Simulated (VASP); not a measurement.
Here is a VASP 6.6.1 calculation.

INCAR

```
ALGO = Fast
EDIFF = 1E-6
ENCUT = 520
GGA = PE
ISIF = 2
ISMEAR = 0
LASPH = T
LCHARG = F
LREAL = F
LWAVE = F
NBANDS = 16
NELM = 100
PREC = Accurate
SIGMA = 0.05
```

File KPOINTS:

```
k-points
0
Gamma
  12 12 12
```

POSCAR

```
Mg2NCl
1.0
    1.7531112634      1.0121592598      5.3865739921
   -1.7531112634      1.0121592598      5.3865739921
    0.0000000000     -2.0243185197      5.3865739921
Mg N Cl
2 1 1
Direct
    0.2228150000      0.2228150000      0.2228150000
    0.7771850000      0.7771850000      0.7771850000
    0.5000000000      0.5000000000      0.5000000000
    0.0000000000      0.0000000000      0.0000000000
```

Potentials or basis: VASP PAW PBE potentials, release 64 (Mg, N, Cl).

Command:

```sh
$ cat potpaw_PBE.64/Mg/POTCAR potpaw_PBE.64/N/POTCAR potpaw_PBE.64/Cl/POTCAR > POTCAR
$ mpirun -np 1 vasp_std > vasp.out
```

(1) What does it give for the largest force?

(2) Predict the pressure.

## Answers

(1) 0.362 eV/Å.

(2) -1.5 GPa.
